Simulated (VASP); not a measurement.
Level of theory: HSE06 screened hybrid, VASP's PBE PAW potentials (set 64) (plane waves; VASP).

VASP ran on this input.

**INCAR**
```
SYSTEM = C31OSi32
PREC = Normal; ENCUT = 400; LREAL = Auto
LASPH = .TRUE.; ISYM = 0; NELECT = 257.0
EDIFF = 1E-5; NELM = 50; NELMIN = 4
ALGO = Normal
ISMEAR = 0; SIGMA = 0.05
GGA = PE; LHFCALC = .TRUE.; AEXX = 0.25
HFSCREEN = 0.2; PRECFOCK = Fast
ISPIN = 2; MAGMOM = 64*0.0156; NUPDOWN = 1
ISIF = 0
LWAVE = .FALSE.; LCHARG = .FALSE.; LORBIT = 10
```

KPOINTS:
```
Automatic mesh
0
G
  1 1 1
0 0 0
```

POSCAR:
```
C31OSi32
1.0
  8.7583314355   0.0000000000   0.0000000000
  0.0000000000   8.7583314355   0.0000000000
  0.0000000000   0.0000000000   8.7583314355
Si C O
32 31 1
Cart
  4.3650319262   8.7575530922   8.7561432295
  6.5688098000   2.1878633392   8.7534447823
  6.5699742123   8.7527900480   2.1862443178
  8.7552640086   0.0030536641   0.0023991084
  2.1870685293   2.1799358563   8.7573851670
  4.3745704525   4.3834971401   8.7547622814
  6.5775742150   6.5695430983   8.7579016020
  2.1862101918   0.0005551705   2.1798348456
  4.2968739814   2.1081449040   2.1084423632
  6.6445702769   4.4571328641   2.1134611516
  4.3748349462   8.7551261183   4.3832465773
  6.6473690262   2.1114959300   4.4572714709
  6.5775319315   0.0008695359   6.5701442027
  8.7549232622   4.3903945827   8.7577431682
  2.1876482985   6.5678772864   0.0024746919
  0.0032782636   2.1873855915   2.1865341012
  2.1806181838   4.3823135610   2.1866247254
  4.3736099534   6.5754990238   2.1876419583
  8.7557857109   8.7576799610   4.3903405771
  2.1796433044   2.1875260278   4.3830625473
  4.2918945442   4.4640655547   4.4641522674
  6.5687943652   6.5754376962   4.3827680492
  2.1885855275   0.0025092847   6.5671848764
  4.3742539220   2.1879696399   6.5742745661
  6.5696289746   4.3814551193   6.5738380167
  8.7561693407   6.5699085248   2.1790145324
  0.0040825622   4.3834866248   4.3826066034
  2.1862092241   6.5714817532   4.3915576532
  8.7564098243   2.1786282269   6.5706166981
  2.1857208131   4.3909738631   6.5722526896
  4.3656565065   6.5700515440   6.5714903311
  8.7543137620   6.5680264049   6.5674616633
  5.4796267795   1.1016795059   1.1020959234
  7.6520161649   3.2771906103   1.1039995651
  7.6535822877   1.1024259794   3.2758550926
  1.0918471578   1.0972517761   1.0958651571
  3.2908147484   3.2930785519   1.1035157996
  5.4641992020   5.4665784159   1.1055225435
  7.6604861800   7.6655642973   1.0956942777
  3.2898434187   1.1042473252   3.2940113449
  7.6524028216   5.4668414662   3.2936261981
  5.4649980100   1.1055857673   5.4654843899
  7.6543211055   3.2923785414   5.4657482635
  7.6600293831   1.0971062100   7.6664596221
  1.0920410673   5.4731793522   1.0960253969
  3.2822899438   7.6631366586   1.0965570101
  1.0918114641   3.2856128311   3.2848086797
  3.2886406546   5.4673564167   3.2766138978
  5.4712949648   7.6650181952   3.2847263978
  1.0923139567   1.0958605344   5.4736775742
  3.2882584962   3.2768221639   5.4671170970
  5.4792504156   5.4663726818   5.4666888497
  7.6593367593   7.6628922986   5.4739546449
  3.2829996384   1.0968060191   7.6611028068
  5.4710784448   3.2858779318   7.6644197279
  7.6594794719   5.4730098478   7.6614043947
  1.0924588011   7.6639909638   3.2849475141
  1.0920586155   5.4743975686   5.4743986941
  3.2840935006   7.6660048624   5.4738679068
  1.0910424213   3.2843047936   7.6643452400
  3.2831201119   5.4739182401   7.6675154486
  5.4719539688   7.6641376553   7.6639021604
  1.0919766909   7.6649068864   7.6636776713
  5.4792850303   3.2822200278   3.2822582413
```

POTCAR, in this order: Si C O (PBE.64 set). Program: vasp_gam. Read from the step before: WAVECAR.

The run wrote:

File OSZICAR:
```
       N       E                     dE             d eps       ncg     rms          rms(c)
DAV:   1    -0.563306581725E+03   -0.56331E+03   -0.99363E+00   644   0.789E+00    0.147E+01
DAV:   2    -0.563373605688E+03   -0.67024E-01   -0.29203E-01   726   0.123E+00    0.107E+01
DAV:   3    -0.563355029206E+03    0.18576E-01   -0.10815E-02   742   0.292E-01    0.633E+00
DAV:   4    -0.563348988217E+03    0.60410E-02   -0.77899E-03   720   0.188E-01    0.362E+00
DAV:   5    -0.563347042309E+03    0.19459E-02   -0.94396E-04   736   0.780E-02    0.208E+00
DAV:   6    -0.563346384518E+03    0.65779E-03   -0.56369E-04   712   0.610E-02    0.117E+00
DAV:   7    -0.563346195216E+03    0.18930E-03   -0.15268E-04   726   0.281E-02    0.669E-01
DAV:   8    -0.563346125069E+03    0.70147E-04   -0.23627E-05   478   0.172E-02    0.387E-01
DAV:   9    -0.563346107993E+03    0.17076E-04   -0.36548E-05   574   0.138E-02    0.215E-01
DAV:  10    -0.563346103268E+03    0.47252E-05   -0.25759E-06   390   0.562E-03
   1 F= -.56334610E+03 E0= -.56334610E+03  d E =-.322482E-16  mag=     1.0000
```

### OUTCAR
```
------------------------ aborting loop because EDIFF is reached ----------------------------------------
  volume of cell :      671.84
      direct lattice vectors                 reciprocal lattice vectors
     8.758331436  0.000000000  0.000000000     0.114176999  0.000000000  0.000000000
     0.000000000  8.758331436  0.000000000     0.000000000  0.114176999  0.000000000
     0.000000000  0.000000000  8.758331436     0.000000000  0.000000000  0.114176999
  FREE ENERGIE OF THE ION-ELECTRON SYSTEM (eV)
  ---------------------------------------------------
  free  energy   TOTEN  =      -563.3461032679 eV

  energy  without entropy=     -563.3461032679  energy(sigma->0) =     -563.34610327

  exchange ACFDT corr.  =         0.00000000  see jH, gK, PRB 81, 115126

 total charge

# of ion       s       p       d       tot
------------------------------------------
    1        0.705   0.966   0.000   1.670
    2        0.705   0.973   0.000   1.679
    3        0.705   0.974   0.000   1.679
    4        0.705   0.971   0.000   1.676
    5        0.705   0.966   0.000   1.670
    6        0.705   0.973   0.000   1.679
    7        0.705   0.965   0.000   1.670
    8        0.705   0.966   0.000   1.670
    9        0.724   0.919   0.000   1.643
   10        0.723   0.920   0.000   1.643
   11        0.705   0.973   0.000   1.679
   12        0.723   0.920   0.000   1.643
   13        0.705   0.966   0.000   1.670
   14        0.705   0.966   0.000   1.671
   15        0.705   0.971   0.000   1.675
   16        0.705   0.973   0.000   1.679
   17        0.705   0.973   0.000   1.678
   18        0.705   0.973   0.000   1.679
   19        0.705   0.966   0.000   1.671
   20        0.705   0.973   0.000   1.678
   21        0.725   0.920   0.000   1.644
   22        0.705   0.973   0.000   1.679
   23        0.705   0.971   0.000   1.676
   24        0.705   0.973   0.000   1.679
   25        0.705   0.973   0.000   1.679
   26        0.705   0.966   0.000   1.670
   27        0.705   0.973   0.000   1.679
   28        0.705   0.966   0.000   1.671
   29        0.705   0.966   0.000   1.671
   30        0.705   0.966   0.000   1.670
   31        0.705   0.966   0.000   1.670
   32        0.705   0.971   0.000   1.676
   33        0.835   1.713   0.000   2.548
   34        0.834   1.714   0.000   2.548
   35        0.835   1.714   0.000   2.548
   36        0.832   1.715   0.000   2.547
   37        0.834   1.713   0.000   2.548
   38        0.834   1.713   0.000   2.547
   39        0.832   1.715   0.000   2.547
   40        0.834   1.713   0.000   2.547
   41        0.834   1.713   0.000   2.548
   42        0.834   1.713   0.000   2.548
   43        0.834   1.713   0.000   2.548
   44        0.832   1.715   0.000   2.547
   45        0.832   1.715   0.000   2.547
   46        0.832   1.715   0.000   2.547
   47        0.836   1.709   0.000   2.545
   48        0.835   1.713   0.000   2.547
   49        0.835   1.709   0.000   2.544
   50        0.832   1.715   0.000   2.547
   51        0.835   1.713   0.000   2.548
   52        0.835   1.713   0.000   2.548
   53        0.832   1.715   0.000   2.547
   54        0.832   1.715   0.000   2.547
   55        0.835   1.709   0.000   2.544
   56        0.832   1.715   0.000   2.547
   57        0.839   1.695   0.000   2.534
   58        0.832   1.715   0.000   2.547
   59        0.832   1.715   0.000   2.547
   60        0.839   1.695   0.000   2.534
   61        0.832   1.715   0.000   2.547
   62        0.839   1.695   0.000   2.534
   63        0.835   1.705   0.000   2.540
   64        1.594   3.481   0.000   5.076
--------------------------------------------------
tot         50.088  87.368   0.000 137.455

 magnetization (x)

# of ion       s       p       d       tot
------------------------------------------
    1        0.000   0.003   0.000   0.003
    2        0.000   0.003   0.000   0.004
    3        0.000   0.003   0.000   0.004
    4       -0.000   0.002   0.000   0.001
    5        0.000   0.003   0.000   0.003
    6        0.000   0.003   0.000   0.004
    7        0.000   0.003   0.000   0.003
    8        0.000   0.003   0.000   0.003
    9        0.002   0.024   0.000   0.026
   10        0.002   0.023   0.000   0.025
   11        0.000   0.003   0.000   0.004
   12        0.002   0.023   0.000   0.025
   13        0.000   0.003   0.000   0.003
   14        0.000   0.003   0.000   0.003
   15       -0.000   0.002   0.000   0.001
   16        0.000   0.003   0.000   0.004
   17        0.000   0.003   0.000   0.004
   18        0.000   0.003   0.000   0.004
   19        0.000   0.003   0.000   0.003
   20        0.000   0.003   0.000   0.004
   21        0.002   0.025   0.000   0.027
...
```
(Selected blocks of OUTCAR.)

The cell is charged, with a uniform compensating background. The supercell is sampled at Γ alone, which is coarse: total energies, pressure and levels can be off, energies of defects by several tenths of an eV.

The cell is a supercell with a defect, built from SiC (zinc blende): O_C, charge +1. The cell's shape comes from a PBE relaxation.
